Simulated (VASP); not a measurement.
Level of theory: PBEsol GGA, VASP's PBE PAW potentials (set 64) (plane waves; VASP).

VASP ran on this input.

File KPOINTS:
```
Regular mesh
0
G
 4 4 4
```

INCAR:
```
# general
SYSTEM   =  Cd3ZnS4
PREC     =  Accurate
ENCUT    =  400
LREAL    =  .FALSE.   # projection in real space or not
LASPH    =  .TRUE.   # aspherical one-centre terms

# electronic loop
EDIFF    =  1E-6   # SCF stop (eV)
NELM     =  100   # most electronic steps
ALGO     =  Normal
LMAXMIX  =  4

# smearing
ISMEAR   =  0
SIGMA    =  0.05

# functional
GGA      =  PS

# ions
IBRION   =  2   # conjugate gradients
NSW      =  60   # most ionic steps
ISIF     =  3   # ions, shape and volume
EDIFFG   =  -0.02   # ionic stop

# output
LWAVE    =  .FALSE.
LCHARG   =  .FALSE.
```

**POSCAR**
```
Cd3ZnS4
1
    5.7065422234     0.0000000000     0.0000000000
    0.0000000000     5.7065422234     0.0000000000
   -0.0000000000     0.0000000000     5.7065422234
Zn S Cd
1 4 3
Direct
  0.0000000000   0.0000000000   0.0000000000
  0.2362602713   0.2362602713   0.2362602713
  0.7637397287   0.7637397287   0.2362602713
  0.7637397287   0.2362602713   0.7637397287
  0.2362602713   0.7637397287   0.7637397287
  0.5000000000   0.5000000000   0.0000000000
  0.5000000000   0.0000000000   0.5000000000
  0.0000000000   0.5000000000   0.5000000000
```

POTCAR, in this order: Zn S Cd (PBE.64 set). Program: vasp_std.

Output of the run:

### OUTCAR
```
 ion  position               nearest neighbor table
   1  0.000  0.000  0.000-   2 2.34   3 2.34   4 2.34   5 2.34
   2  0.236  0.236  0.236-   1 2.34   6 2.52   7 2.52   8 2.52
   3  0.764  0.764  0.236-   1 2.34   6 2.52   7 2.52   8 2.52
   4  0.764  0.236  0.764-   1 2.34   6 2.52   7 2.52   8 2.52
   5  0.236  0.764  0.764-   1 2.34   6 2.52   7 2.52   8 2.52
   6  0.500  0.500  0.000-   2 2.52   3 2.52   4 2.52   5 2.52
   7  0.500  0.000  0.500-   2 2.52   3 2.52   4 2.52   5 2.52
   8  0.000  0.500  0.500-   2 2.52   3 2.52   4 2.52   5 2.52
  LATTYP: Found a simple cubic cell.
 ALAT       =     5.7065422234
 Subroutine PRICEL returns:
 Original cell was already a primitive cell.
 Subroutine GETGRP returns: Found 24 space group operations
The static configuration has the point symmetry T_d .
The dynamic configuration has the point symmetry T_d .
 Subroutine INISYM returns: Found 24 space group operations
 Subroutine IBZKPT returns following result:
 Found     10 irreducible k-points:

 Following reciprocal coordinates:
            Coordinates               Weight
  0.000000  0.000000  0.000000      1.000000
  0.250000  0.000000  0.000000      6.000000
  0.500000  0.000000  0.000000      3.000000
  0.250000  0.250000  0.000000     12.000000
  0.500000  0.250000  0.000000     12.000000
  0.500000  0.500000  0.000000      3.000000
  0.250000  0.250000  0.250000      8.000000
  0.500000  0.250000  0.250000     12.000000
  0.500000  0.500000  0.250000      6.000000
  0.500000  0.500000  0.500000      1.000000
   k-points           NKPTS =     10   k-points in BZ     NKDIM =     10   number of bands    NBANDS=     43
   number of dos      NEDOS =    301   number of ions     NIONS =      8
   total plane-waves  NPLWV =  64000
   dimension x,y,z NGX =    40 NGY =   40 NGZ =   40
   dimension x,y,z NGXF=    80 NGYF=   80 NGZF=   80
   ions per type =               1   4   3
   PREC   = accura    normal or accurate (medium, high low for compatibility)
   ISTART =      0    job   : 0-new  1-cont  2-samecut
...
```

OSZICAR:
```
       N       E                     dE             d eps       ncg     rms          rms(c)
DAV:   1     0.519852666795E+03    0.51985E+03   -0.29930E+04   860   0.137E+03
DAV:   2     0.206941033746E+02   -0.49916E+03   -0.48436E+03   911   0.368E+02
DAV:   3    -0.285305859838E+02   -0.49225E+02   -0.48767E+02   979   0.116E+02
DAV:   4    -0.298601260244E+02   -0.13295E+01   -0.13257E+01   984   0.193E+01
DAV:   5    -0.298833594290E+02   -0.23233E-01   -0.23222E-01  1007   0.261E+00    0.160E+01
DAV:   6    -0.279399755655E+02    0.19434E+01   -0.43275E+00  1124   0.297E+01    0.121E+01
DAV:   7    -0.279918684353E+02   -0.51893E-01   -0.33207E+00   945   0.958E+00    0.567E+00
DAV:   8    -0.279501088073E+02    0.41760E-01   -0.60623E-01   985   0.678E+00    0.110E+00
DAV:   9    -0.279410961747E+02    0.90126E-02   -0.52714E-02   951   0.248E+00    0.275E-01
DAV:  10    -0.279414798952E+02   -0.38372E-03   -0.10589E-02   968   0.691E-01    0.166E-01
DAV:  11    -0.279414428611E+02    0.37034E-04   -0.14983E-03   962   0.340E-01    0.105E-01
DAV:  12    -0.279415435195E+02   -0.10066E-03   -0.24113E-04   932   0.767E-02    0.611E-02
DAV:  13    -0.279415450979E+02   -0.15784E-05   -0.31543E-05  1042   0.563E-02    0.224E-02
DAV:  14    -0.279415466589E+02   -0.15611E-05   -0.50995E-06   954   0.141E-02    0.120E-02
DAV:  15    -0.279415444552E+02    0.22038E-05   -0.99705E-06  1058   0.273E-02    0.139E-03
DAV:  16    -0.279415446146E+02   -0.15944E-06   -0.12689E-06   496   0.593E-03
   1 F= -.27941545E+02 E0= -.27941545E+02  d E =-.279415E+02
       N       E                     dE             d eps       ncg     rms          rms(c)
DAV:   1    -0.279437007889E+02   -0.21563E-02   -0.51492E-02  1059   0.196E+00    0.328E-01
DAV:   2    -0.279419543499E+02    0.17464E-02   -0.64485E-03  1055   0.101E+00    0.121E-01
DAV:   3    -0.279417830495E+02    0.17130E-03   -0.70155E-04   953   0.203E-01    0.102E-01
DAV:   4    -0.279417629236E+02    0.20126E-04   -0.44769E-05   918   0.508E-02    0.391E-02
DAV:   5    -0.279417592975E+02    0.36262E-05   -0.11593E-05   998   0.249E-02    0.113E-02
DAV:   6    -0.279417599467E+02   -0.64927E-06   -0.18936E-06   545   0.934E-03
   2 F= -.27941760E+02 E0= -.27941760E+02  d E =-.215332E-03
```

### OUTCAR
```
------------------------ aborting loop because EDIFF is reached ----------------------------------------
  FORCE on cell =-STRESS in cart. coord.  units (eV):
  Direction    XX          YY          ZZ          XY          YZ          ZX
  --------------------------------------------------------------------------------------
  Total        0.0549774      0.0549774      0.0549774      0.0000000     -0.0000000     -0.0000000
  in kB        0.4748056      0.4748056      0.4748056      0.0000000     -0.0000000     -0.0000000
  external PRESSURE =       0.4748056 kB  Pullay stress =       0.0000000 kB
  volume of cell :      185.52
      direct lattice vectors                 reciprocal lattice vectors
     5.703302269  0.000000000 -0.000000000     0.175337016 -0.000000000 -0.000000000
     0.000000000  5.703302269 -0.000000000    -0.000000000  0.175337016 -0.000000000
     0.000000000  0.000000000  5.703302269     0.000000000  0.000000000  0.175337016
 POSITION                                       TOTAL-FORCE (eV/Angst)
 -----------------------------------------------------------------------------------
      0.00000      5.70330      5.70330         0.000000      0.000000      0.000000
      1.34842      1.34842      1.34842         0.008789      0.008789      0.008789
      4.35488      4.35488      1.34842        -0.008789     -0.008789      0.008789
      4.35488      1.34842      4.35488        -0.008789      0.008789     -0.008789
      1.34842      4.35488      4.35488         0.008789     -0.008789     -0.008789
      2.85165      2.85165      5.70330         0.000000      0.000000      0.000000
      2.85165      0.00000      2.85165         0.000000      0.000000      0.000000
      0.00000      2.85165      2.85165         0.000000     -0.000000      0.000000
 -----------------------------------------------------------------------------------
    total drift:                               -0.000000     -0.000000     -0.000000
  FREE ENERGIE OF THE ION-ELECTRON SYSTEM (eV)
  ---------------------------------------------------
  free  energy   TOTEN  =       -27.9417599467 eV

  energy  without entropy=      -27.9417599467  energy(sigma->0) =      -27.94175995

 reached required accuracy - stopping structural energy minimisation
```
(Selected blocks of OUTCAR.)

**CONTCAR**
```
Cd3ZnS4
   1.00000000000000
     5.7033022693109015    0.0000000000000000   -0.0000000000000000
     0.0000000000000000    5.7033022693109015   -0.0000000000000000
     0.0000000000000000    0.0000000000000000    5.7033022693109015
  Zn              S               Cd
     1     4     3
Direct
     0.0000000000000000    1.0000000000000000    1.0000000000000000
     0.2364279478900209    0.2364279478900209    0.2364279478900209
     0.7635720521099790    0.7635720521099790    0.2364279478900209
     0.7635720521099790    0.2364279478900209    0.7635720521099790
     0.2364279478900209    0.7635720521099790    0.7635720521099790
     0.5000000000000000    0.5000000000000000    1.0000000000000000
     0.5000000000000000    0.0000000000000000    0.5000000000000000
     0.0000000000000000    0.5000000000000000    0.5000000000000000
```

The structure was generated: Cd3ZnS4 was put into an ordered model structure (P-43m), which need not be its known phase. This run relaxes it. Symmetry was kept, so distortions that lower it aren't found. The start is the result of an earlier pass.
